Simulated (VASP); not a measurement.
VASP input:

**INCAR**
```
! general
SYSTEM   =  TeSe2
PREC     =  Accurate
ENCUT    =  400
LREAL    =  .False.   ! projection in real space or not
LASPH    =  .True.

! electronic loop
EDIFF    =  1E-6   ! SCF stop (eV)
NELM     =  100
ALGO     =  Normal   ! blocked Davidson
LMAXMIX  =  4

! smearing
ISMEAR   =  0   ! Gaussian
SIGMA    =  0.05   ! width (eV)

! functional
GGA      =  PS   ! PBEsol

! ions
IBRION   =  2   ! conjugate gradients
NSW      =  60   ! most ionic steps
ISIF     =  3
EDIFFG   =  -0.02

! output
LWAVE    =  .False.
LCHARG   =  .False.
```

File KPOINTS:
```
Automatic
0
G
  6 6 4
0 0 0
```

### POSCAR
```
TeSe2
1
    3.6722306578    -2.0372153562    -0.0086819943
    3.6722306578     2.0372153562    -0.0086819943
   -0.1404873049     0.0000000000     5.3605961188
Te Se
1 2
Direct
  0.7222132106   0.2777867894   0.5000000000
  0.0152916056   0.7375048163   0.8374089671
  0.2624951837   0.9847083944   0.1625910329
```

POTCAR, in this order: Te Se (PBE.64 set). Program: vasp_std.

Problem. Translate this PBEsol calculation to Quantum ESPRESSO's pw.x.

Solution. One equivalent input (not run):
```
&CONTROL
  calculation = 'vc-relax'
  pseudo_dir = './pseudo'
  outdir = './out'
  tprnfor = .true.
  tstress = .true.
  nstep = 60
  forc_conv_thr = 0.00078
/
&SYSTEM
  ibrav = 0
  nat = 3
  ntyp = 2
  ecutwfc = 86
  occupations = 'smearing'
  smearing = 'gaussian'
  degauss = 0.003675
  input_dft = 'pbesol'
/
&ELECTRONS
  conv_thr = 7.3e-08
  electron_maxstep = 100
/
&IONS
/
&CELL
/
ATOMIC_SPECIES
  Te 127.600 Te.upf
  Se 78.971 Se.upf
CELL_PARAMETERS angstrom
     3.6722307   -2.0372154   -0.0086820
     3.6722307    2.0372154   -0.0086820
    -0.1404873    0.0000000    5.3605961
ATOMIC_POSITIONS crystal
  Te   0.7222132  0.2777868  0.5000000
  Se   0.0152916  0.7375048  0.8374090
  Se   0.2624952  0.9847084  0.1625910
K_POINTS automatic
  6 6 4 0 0 0
```
The two are equivalent in intent, not identical: the potentials are each code's own (VASP's PAW set, PseudoDojo norm-conserving files in pw.x), so ENCUT and ecutwfc are chosen apart and not converted; conv_thr bounds pw.x's estimated SCF error, while EDIFF bounds the energy change between steps; forc_conv_thr acts on force components and is met together with etot_conv_thr.

The structure comes from a computed database's TeSe2 entry (C2); how it stands against other phases isn't given here. This run relaxes it. Symmetry was kept, so distortions that lower it aren't found. The start is the result of an earlier pass.
